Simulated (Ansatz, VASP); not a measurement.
**TaAl4: VASP beside Ansatz**

```xyz
5
Lattice="4.6788 0.0000 0.0000 0.0000 4.6788 0.0000 0.0000 0.0000 4.6788" Properties=species:S:1:pos:R:3 pbc="T T T"
Ta    2.3394    2.3394    2.3394
Al    2.3394    0.0000    0.0000
Al    0.0000    2.3394    0.0000
Al    0.0000    0.0000    2.3394
Al    0.0000    0.0000    0.0000
```

Alike in both runs: functional PBE; k mesh 4 × 4 × 4; occupations gaussian, width 0.1 eV; no spin polarisation.

Ansatz relaxed the structure, and its values are those at the end. VASP's run is a single point on that final structure, the one shown.

```csv
,VASP,Ansatz
version,VASP 6.6.1,Ansatz 0.2.0
potentials or method,"VASP PAW PBE potentials, release 64 (Ta_pv, Al)","scalar-relativistic, plane waves, PAW"
plane-wave cutoff (eV),520,420
valence electrons in the cell,23,25
```

Ansatz gave:

- gap on the k mesh at the Fermi level (eV): none
- pressure (GPa): 0.1

Q: Estimate VASP's values.

A: gap on the k mesh at the Fermi level (eV): none; pressure (GPa): 0.2.

A gap of «none» marks a metal or a gap that the smearing closes. The two sets of potentials don't hold the same shells in valence.

Spin-orbit coupling is left out, which matters for the levels of Ta.
